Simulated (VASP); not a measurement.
OSZICAR of a VASP run on P (black):

### OSZICAR
```
       N       E                     dE             d eps       ncg     rms          rms(c)
DAV:   1     0.463766867376E+02    0.46377E+02   -0.59712E+03 36792   0.324E+02
DAV:   2    -0.190752165296E+02   -0.65452E+02   -0.61924E+02 46178   0.850E+01
DAV:   3    -0.216457808188E+02   -0.25706E+01   -0.25387E+01 46028   0.145E+01
DAV:   4    -0.216635423349E+02   -0.17762E-01   -0.17757E-01 44672   0.137E+00
DAV:   5    -0.216636835955E+02   -0.14126E-03   -0.14125E-03 45968   0.124E-01    0.100E+01
DAV:   6    -0.215535039535E+02    0.11018E+00   -0.20095E-02 43814   0.521E-01    0.596E+00
DAV:   7    -0.215075440501E+02    0.45960E-01   -0.55188E-02 44918   0.763E-01    0.240E-01
DAV:   8    -0.215078670797E+02   -0.32303E-03   -0.70970E-03 42002   0.258E-01    0.152E-01
DAV:   9    -0.215079745496E+02   -0.10747E-03   -0.28952E-04 45242   0.494E-02    0.737E-02
DAV:  10    -0.215080167466E+02   -0.42197E-04   -0.39427E-05 43976   0.185E-02    0.151E-02
DAV:  11    -0.215080230769E+02   -0.63303E-05   -0.67654E-06 46470   0.862E-03    0.979E-03
DAV:  12    -0.215080237649E+02   -0.68802E-06   -0.66581E-07 43336   0.227E-03    0.181E-03
DAV:  13    -0.215080236329E+02    0.13199E-06   -0.19953E-07 43332   0.130E-03    0.160E-03
DAV:  14    -0.215080236349E+02   -0.19850E-08   -0.35643E-09 23096   0.188E-04
   1 F= -.21508024E+02 E0= -.21508024E+02  d E =-.528508E-12
 imaginary and real dielectric function
```

Which electronic solver shows in the log?

It is blocked Davidson (ALGO = Normal, or the opening steps of other solvers). The INCAR had ALGO = Normal.

Can the final energy be trusted as converged?

The calculation finished and met its thresholds. It stopped with EDIFF = 1E-7, NELM = 100 (PBE GGA, plane waves, VASP's PBE PAW potentials (set 64)). The dielectric response may not be converged in the k-mesh; for small gaps it tends to come out too large. Without a dispersion term in the relaxation, distances and binding between the weakly bound layers, chains or molecules are unreliable, and so is what depends on them.

The compound is P in the black structure. It was relaxed first, which changed the volume by +10 %.
